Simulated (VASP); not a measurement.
# ZrB2: structure and properties in VASP, part 4 of 5

What structure does ZrB2 take at this level, and what are its properties? The start is a cell from a database of measured crystal structures.

VASP 6.6.1, plane waves and PAW; the level of theory is named at each step.

So far. Step 5 (Bands along the symmetry lines (PBEsol)): Of the bands kept, 2 cross the Fermi level on this path. Step 6 (Density of states (PBEsol)): The finer mesh and the other smearing move the Fermi level by -0.02 eV from the 8×8×6 run, a small shift, which tests the Fermi level alone. Of the states within 0.3 eV of the Fermi level, the largest shares in the PAW spheres are Zr d 50 % and B p 16 %. The relaxed cell has a = 3.156, c = 3.509 Å (conventional setting).

## (7) Vibrations at Γ (PBEsol) (continued)

Level of this step: PBEsol; plane waves and PAW (Zr_sv, B) (VASP).

From OUTCAR (step 7):

```text
   k-points           NKPTS =    144   k-points in BZ     NKDIM =    144   number of bands    NBANDS=     15

   NELECT =      18.0000    total number of electrons

  Total        0.0175183      0.0175183     -0.0060416      0.0000000     -0.0000000      0.0000000
  in kB        0.9273699      0.9273699     -0.3198269      0.0000000     -0.0000000      0.0000000
  external PRESSURE =       0.5116376 kB  Pullay stress =       0.0000000 kB

 POSITION                                       TOTAL-FORCE (eV/Angst)
 -----------------------------------------------------------------------------------
      0.00000      0.00000      0.00000        -0.000000      0.000000      0.000000
     -0.00000      1.82215      1.75429         0.000000      0.000000      0.000000
      1.57803      0.91107      1.75429         0.000000      0.000000      0.000000
 -----------------------------------------------------------------------------------
    total drift:                               -0.000000      0.000000      0.000000

 Eigenvectors and eigenvalues of the dynamical matrix
 ----------------------------------------------------

   1 f  =   23.600812 THz   148.288272 2PiTHz  787.238334 cm-1    97.605070 meV
             X         Y         Z           dx          dy          dz
      0.000000  0.000000  0.000000    -0.000000   -0.000000   -0.000000
     -0.000000  1.822147  1.754289     0.000001    0.707107    0.000000
      1.578025  0.911073  1.754289    -0.000001   -0.707107    0.000000

   2 f  =   23.600812 THz   148.288272 2PiTHz  787.238334 cm-1    97.605070 meV
             X         Y         Z           dx          dy          dz
      0.000000  0.000000  0.000000     0.000000    0.000000    0.000000
     -0.000000  1.822147  1.754289    -0.707107    0.000001   -0.000000
      1.578025  0.911073  1.754289     0.707107   -0.000001    0.000000

   3 f  =   17.118777 THz   107.560448 2PiTHz  571.020938 cm-1    70.797541 meV
             X         Y         Z           dx          dy          dz
      0.000000  0.000000  0.000000     0.000000   -0.000000    0.000000
     -0.000000  1.822147  1.754289    -0.000000    0.000000   -0.707107
      1.578025  0.911073  1.754289    -0.000000   -0.000000    0.707107

   4 f  =   14.442222 THz    90.743158 2PiTHz  481.740674 cm-1    59.728204 meV
             X         Y         Z           dx          dy          dz
      0.000000  0.000000  0.000000    -0.000000    0.000000   -0.437850
     -0.000000  1.822147  1.754289     0.000000    0.000000    0.635723
      1.578025  0.911073  1.754289     0.000000    0.000000    0.635723

   5 f  =   13.827675 THz    86.881847 2PiTHz  461.241603 cm-1    57.186645 meV
             X         Y         Z           dx          dy          dz
      0.000000  0.000000  0.000000    -0.000000    0.437830   -0.000000
     -0.000000  1.822147  1.754289     0.000000   -0.635730    0.000000
      1.578025  0.911073  1.754289     0.000000   -0.635730    0.000000

   6 f  =   13.827675 THz    86.881847 2PiTHz  461.241603 cm-1    57.186645 meV
             X         Y         Z           dx          dy          dz
      0.000000  0.000000  0.000000     0.437830    0.000000    0.000000
     -0.000000  1.822147  1.754289    -0.635730   -0.000000   -0.000000
      1.578025  0.911073  1.754289    -0.635730   -0.000000    0.000000

   7 f/i=    0.001557 THz     0.009782 2PiTHz    0.051931 cm-1     0.006439 meV
             X         Y         Z           dx          dy          dz
      0.000000  0.000000  0.000000     0.487287   -0.755550    0.000000
     -0.000000  1.822147  1.754289     0.167798   -0.260175    0.000000
      1.578025  0.911073  1.754289     0.167798   -0.260175    0.000000

   8 f/i=    0.001557 THz     0.009782 2PiTHz    0.051931 cm-1     0.006439 meV
             X         Y         Z           dx          dy          dz
      0.000000  0.000000  0.000000    -0.755550   -0.487287    0.000000
     -0.000000  1.822147  1.754289    -0.260175   -0.167798    0.000000
      1.578025  0.911073  1.754289    -0.260175   -0.167798    0.000000

   9 f/i=    0.001953 THz     0.012270 2PiTHz    0.065141 cm-1     0.008076 meV
             X         Y         Z           dx          dy          dz
      0.000000  0.000000  0.000000    -0.000000   -0.000000   -0.899048
     -0.000000  1.822147  1.754289    -0.000000    0.000000   -0.309607
      1.578025  0.911073  1.754289    -0.000000    0.000000   -0.309607

 ELASTIC MODULI CONTR FROM IONIC RELAXATION (kBar)
 Direction    XX          YY          ZZ          XY          YZ          ZX
 --------------------------------------------------------------------------------
 XX          -8.8624      8.8624      0.0000     -0.0000     -0.0000      0.0000
 YY           8.8624     -8.8624      0.0000      0.0000      0.0000      0.0000
 ZZ           0.0000      0.0000      0.0000      0.0000      0.0000      0.0000
 XY          -0.0000      0.0000      0.0000     -8.8624      0.0000      0.0000
 YZ          -0.0000      0.0000      0.0000      0.0000     -0.0000      0.0000
 ZX           0.0000      0.0000      0.0000      0.0000      0.0000      0.0000
 --------------------------------------------------------------------------------

[... 6 parts as in an earlier step ...]

[... 4 further parts left out ...]
```

Energies printed during the response cycles are not total energies of the cell.

Numbers from this step:

| Item | Value |
| --- | --- |
| bands | 15 |
| irreducible k-points | 144 |
| pressure of the cell | 0.05116 GPa |
| largest force of the cell | 0 eV/Å |
| Fermi energy | 10.61 eV |

Modes at Γ, with each element's share of the kinetic energy:

```tsv
mode	frequency (cm⁻¹)	symmetry	Zr %	B %
1	-0.1	acoustic	81	19
2	-0.1	acoustic	81	19
3	-0.1	acoustic	81	19
4	461.2	E1u	19	81
5	461.2	E1u	19	81
6	481.7	A2u	19	81
7	571.0	Bg	0	100
8	787.2	E2g	0	100
9	787.2	E2g	0	100
```

Displacements in mode 4 (461.2 cm⁻¹), the largest set to 1:
```
Zr1  0.24  0.00  0.00
B2  -1.00  0.00  0.00
B3  -1.00  0.00  0.00
```

Displacements in mode 8 (787.2 cm⁻¹), the largest set to 1:
```
Zr1  0.00  0.00  0.00
B2  -1.00  0.00  0.00
B3   1.00  0.00  0.00
```

The three acoustic modes lie within 0.1 cm⁻¹ of zero, and all others are real. By the characters of their eigenvectors the optical modes sort into (cm⁻¹) Raman active: E2g 787; infrared active: E1u 461, A2u 482; silent: Bg 571. B labels carry no number here, since it depends on the setting of the axes. With a centre of inversion no mode is active in both.

## (8) Electric field gradients (PBEsol)

Field gradients probe how far the charge around each nucleus departs from cubic symmetry; LASPH keeps the non-spherical terms inside the spheres.

File INCAR:

```
SYSTEM = ZrB2
PREC = Accurate
ENCUT = 420
EDIFF = 1E-07
NELM = 100
ISMEAR = 0
SIGMA = 0.05
LREAL = .FALSE.
ALGO = Normal
GGA = PS
NBANDS = 15
LASPH = .TRUE.
LORBIT = 11
LWAVE = .FALSE.
LCHARG = .FALSE.
KPAR = 2
LEFG = .TRUE.
```

File POSCAR:

```
ZrB2
1.0
    3.1560508710      0.0000000000      0.0000000000
   -1.5780254355      2.7332202300      0.0000000000
    0.0000000000      0.0000000000      3.5085785145
Zr B
1 2
Direct
    0.0000000000      0.0000000000      0.0000000000
    0.3333333333      0.6666666667      0.5000000000
    0.6666666667      0.3333333333      0.5000000000
```

File KPOINTS:

```
Automatic mesh
0
Gamma
8 8 6
0 0 0
```

The projector-augmented-wave data sets are Zr_sv and B (PBE family, release 64).

Run with:

```sh
$ mpirun -np 2 vasp_std
```

Output:

```text
[... set-up lines as in an earlier step ...]
 entering main loop
       N       E                     dE             d eps       ncg     rms          rms(c)
[... 11 cycles as in an earlier step ...]
DAV:  12    -0.263999222322E+02    0.14299E-05   -0.18169E-06  1482   0.103E-02    0.500E-03
DAV:  13    -0.263999220160E+02    0.21623E-06   -0.36030E-07  1607   0.491E-03    0.150E-03
DAV:  14    -0.263999219859E+02    0.30088E-07   -0.24042E-08   677   0.155E-03
ion   1
     0.0000000     0.0000000    -0.0000000    -1.0868204     0.0000000    -0.0000000
     0.0000523     0.0000000    -0.0000000    -1.0868204     0.0000000    -0.0000000
     0.0000720     0.0000000    -0.0000000    -1.0868204     0.0000000    -0.0000000
     0.0000992     0.0000000    -0.0000000    -1.0868204     0.0000000    -0.0000000
     0.0001366     0.0000000    -0.0000000    -1.0868204     0.0000000    -0.0000000

     0.0000000     0.0000000    -0.0000000   -34.5570821    -0.0000000    -0.0000003
     0.0000523     0.0000000    -0.0000000   -34.5561538    -0.0000000    -0.0000003
     0.0000720     0.0000000    -0.0000000   -34.5557141    -0.0000000    -0.0000003
     0.0000992     0.0000000    -0.0000000   -34.5550496    -0.0000000    -0.0000003
     0.0001366     0.0000000    -0.0000000   -34.5540566    -0.0000000    -0.0000003

ion   2
     0.0000000     0.0000000    -0.0000000    -2.0779131     0.0000000    -0.0000000
     0.0000257     0.0000000    -0.0000000    -2.0779131     0.0000000    -0.0000000
     0.0000354     0.0000000    -0.0000000    -2.0779131     0.0000000    -0.0000000
     0.0000487     0.0000000    -0.0000000    -2.0779131     0.0000000    -0.0000000
     0.0000671     0.0000000    -0.0000000    -2.0779131     0.0000000    -0.0000000

     0.0000000     0.0000000    -0.0000000    -2.3999979     0.0000000    -0.0000000
     0.0000257     0.0000000    -0.0000000    -2.3999979     0.0000000    -0.0000000
     0.0000354     0.0000000    -0.0000000    -2.3999979     0.0000000    -0.0000000
     0.0000487     0.0000000    -0.0000000    -2.3999979     0.0000000    -0.0000000
     0.0000671     0.0000000    -0.0000000    -2.3999978     0.0000000    -0.0000000

ion   3
     0.0000000     0.0000000    -0.0000000    -2.0779131     0.0000000    -0.0000000
     0.0000257     0.0000000    -0.0000000    -2.0779131     0.0000000    -0.0000000
     0.0000354     0.0000000    -0.0000000    -2.0779131     0.0000000    -0.0000000
     0.0000487     0.0000000    -0.0000000    -2.0779131     0.0000000    -0.0000000
     0.0000671     0.0000000    -0.0000000    -2.0779131     0.0000000    -0.0000000

     0.0000000     0.0000000    -0.0000000    -2.3999979     0.0000000    -0.0000000
     0.0000257     0.0000000    -0.0000000    -2.3999979     0.0000000    -0.0000000
     0.0000354     0.0000000    -0.0000000    -2.3999979     0.0000000    -0.0000000
     0.0000487     0.0000000    -0.0000000    -2.3999979     0.0000000    -0.0000000
     0.0000671     0.0000000    -0.0000000    -2.3999978     0.0000000    -0.0000000

   1 F= -.26399922E+02 E0= -.26399559E+02  d E =-.726071E-03
```

Run time: 6.6 s. Hardware: 2 MPI ranks of AMD EPYC 9R45, shared host; peak memory 0.23 GiB.

OUTCAR, selected parts (step 8):

```text
   NELECT =      18.0000    total number of electrons

 E-fermi :  10.7953

 k-point     1 :       0.0000    0.0000    0.0000
  band No.  band energies     occupation
    ...
      5      -2.1649      2.00000
      6       7.9321      2.00000
      7       7.9321      2.00000
      8       7.9532      2.00000
      9       8.3101      2.00000
     10      14.0686      0.00000
     11      14.0686      0.00000
     12      14.9019      0.00000
     13      14.9019      0.00000
     14      15.5851      0.00000
    ...

  Total        0.0108435      0.0108435      0.0076582      0.0000000      0.0000000      0.0000000
  in kB        0.5740263      0.5740263      0.4054033      0.0000000      0.0000000      0.0000000
  external PRESSURE =       0.5178186 kB  Pullay stress =       0.0000000 kB

 POSITION                                       TOTAL-FORCE (eV/Angst)
 -----------------------------------------------------------------------------------
      0.00000      0.00000      0.00000        -0.000000      0.000000      0.000000
     -0.00000      1.82215      1.75429        -0.000000      0.000000      0.000000
      1.57803      0.91107      1.75429         0.000000      0.000000      0.000000
 -----------------------------------------------------------------------------------
    total drift:                               -0.000000      0.000000      0.000000

  FREE ENERGIE OF THE ION-ELECTRON SYSTEM (eV)
  ---------------------------------------------------
  free  energy   TOTEN  =       -26.3999219859 eV

  energy  without entropy=      -26.3991959150  energy(sigma->0) =      -26.39955895

 Electric field gradients after diagonalization (V/A^2)
 (convention: |V_zz| > |V_xx| > |V_yy|)
----------------------------------------------------------------------
 ion       V_xx      V_yy      V_zz     asymmetry (V_yy - V_xx)/ V_zz
----------------------------------------------------------------------
   1     -21.883   -21.883    43.767       0.000
   2      -0.855    -0.855     1.711       0.000
   3      -0.855    -0.855     1.711       0.000
----------------------------------------------------------------------

[... 9 parts as in an earlier step ...]

[... 8 further parts left out ...]
```

Numbers from this step:

```yaml
scf_cycles: 14
irreducible_k_points: 40
fermi_energy: 10.80 eV
pressure: 0.05178 GPa
```

Electric field gradients, by row:

```tsv
atom	Vxx (V/Å²)	Vyy (V/Å²)	Vzz (V/Å²)	asymmetry
Zr1	-21.88	-21.88	43.77	0
B2	-0.855	-0.855	1.711	0
B3	-0.855	-0.855	1.711	0
```

The largest gradient, 43.77 V/Å², sits on Zr1; times the quadrupole moment of a nucleus that has one, it gives the coupling that NMR and NQR see.

(Part 4 of 5 ends here.)

[Lines on the potential files, build, host, timing and source positions are cut from VASP's logs without a mark.]

[Logs are printed without paths, hosts, clocks, repeated set-up lines and the standing remarks that a program may print on its own settings, such as how far it seeks lower states.]

[Hosts, paths, dates, database ids (printed as entryN), source tags and the programs' standing remarks are cut or masked in the printed files.]

[Measured values are set beside computed ones only where the two were judged alike; some that the calculation misses by far are left out.]
